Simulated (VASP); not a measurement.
## TiO2: band gap against strain

TiO2 (rutile, P4_2/mnm, 10.450 Å³/atom and stress up to 0.24 GPa in the relaxed cell, c along z) under a strain ε along c (axis z), the other axes held. r2SCAN in VASP (plane waves, PAW), 600 eV, 8×8×10 Γ-centred mesh, Gaussian smearing 0.05 eV; ions are relaxed, or left where forces stay under 0.02 eV/Å, within the symmetry of each cell. Gaps are the smallest on the run's k-mesh, which can miss an edge that lies off it, without spin-orbit coupling; in all rows the valence edge lies at Γ and the conduction edge at Γ.

Here s stands for strain and Eg for gap.

| strain (%) | gap (eV) |
|---|---|
| 0.00 | 2.212 |
| 0.50 | 2.200 |
| 1.00 | 2.186 |
| 1.50 | 2.170 |
| 3.00 | ? |

Using a straight line, estimate the missing Eg at s = 3.00 from the other rows, showing the fit.

Means: s 0.75000, Eg 2.1920. About the means, the sum of products is -0.035000 and the sum of squares of s is 1.2500; the slope is their ratio. Least squares gives Eg = 2.2130 - 0.02800·s. Residuals (row less fit): -0.0010, 0.0010, 0.0010, -0.0010; standard error 0.0014 (degrees of freedom: 2). Over these rows the gap moves by -2.8 ± 0.1 eV per unit strain. At the withheld row, Eg = 2.2130 - 0.02800 × 3.0 = 2.1290 eV. The calculation gives 2.124 eV, 0.0050 eV below the prediction (5.7 % of the range of Eg in the table). The row lies outside the fitted rows, so this is an extrapolation. From the scatter of the fitted rows alone, a prediction at this place has a standard error of 0.0033 eV, so the miss is 1.5 times that.

A polynomial of degree 2 through the 6 other runs of the series gives 2.123 there, so most of the miss is curvature that the fit leaves out. The primitive cell can neither tilt nor turn polar against its symmetry, as such crystals can under strain. Rows are the converged runs of the series near zero and its far end, less any whose ions stayed unrelaxed beside relaxed ones; series whose fitted rows scatter by over a few per cent of the range, as at a crossing or softening among them, aren't shown in this form. Most that stay on the fit to the last digits aren't either.
